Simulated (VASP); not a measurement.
Input for VASP

**INCAR**
```
SYSTEM = HfC
PREC = Accurate
ENCUT = 520
EDIFF = 1E-6
NELM = 100
ALGO = Normal
LREAL = .FALSE.
LASPH = .TRUE.
ISMEAR = 1
SIGMA = 0.1
GGA = PE
LMAXMIX = 6
LWAVE = .FALSE.
LCHARG = .FALSE.
ISIF = 2
```

File KPOINTS:
```
Automatic mesh
0
Gamma
10 10 10
0 0 0
```

File POSCAR:
```
HfC
1
    0.0000000000     2.3200000000     2.3200000000
    2.3200000000     0.0000000000     2.3200000000
    2.3200000000     2.3200000000     0.0000000000
Hf C
1 1
Direct
  0.0000000000   0.0000000000   0.0000000000
  0.5000000000   0.5000000000   0.5000000000
```

POTCAR, in this order: Hf_pv C (PBE.64 set). Program: vasp_gam.

Task: Does this input run properly? What does VASP do?

Result: There is a fault: the Γ-only program was given a k-mesh. VASP stops with an error: You are using the Gamma-point-only version with more than one k-point or some other non-Gamma k-point. ----> I REFUSE TO CONTINUE WITH THIS SICK JOB ... BYE!!! <----

File standard output:
```
 POSCAR found type information on POSCAR HfC
 POSCAR found :  2 types and       2 ions
 Reading from existing POTCAR
 Reading from existing POTCAR
 LDA part: xc-table for (Slater+PW92), standard interpolation

 -----------------------------------------------------------------------------
|                                                                             |
|     EEEEEEE  RRRRRR   RRRRRR   OOOOOOO  RRRRRR      ###     ###     ###     |
|     E        R     R  R     R  O     O  R     R     ###     ###     ###     |
|     E        R     R  R     R  O     O  R     R     ###     ###     ###     |
|     EEEEE    RRRRRR   RRRRRR   O     O  RRRRRR       #       #       #      |
|     E        R   R    R   R    O     O  R   R                               |
|     E        R    R   R    R   O     O  R    R      ###     ###     ###     |
|     EEEEEEE  R     R  R     R  OOOOOOO  R     R     ###     ###     ###     |
|                                                                             |
|     You are using the Gamma-point-only version with more than one           |
|     k-point or some other non-Gamma k-point.                                |
|                                                                             |
|       ---->  I REFUSE TO CONTINUE WITH THIS SICK JOB ... BYE!!! <----       |
|                                                                             |
 -----------------------------------------------------------------------------
```

To mend it, run vasp_std.

The mended run (PBE GGA, plane waves, VASP's PBE PAW potentials (set 64)) converges, and its OSZICAR ends with
```
   1 F= -.21042485E+02 E0= -.21042599E+02  d E =0.342125E-03
```

The compound is HfC in the rock salt structure. The cell was not relaxed at this level.
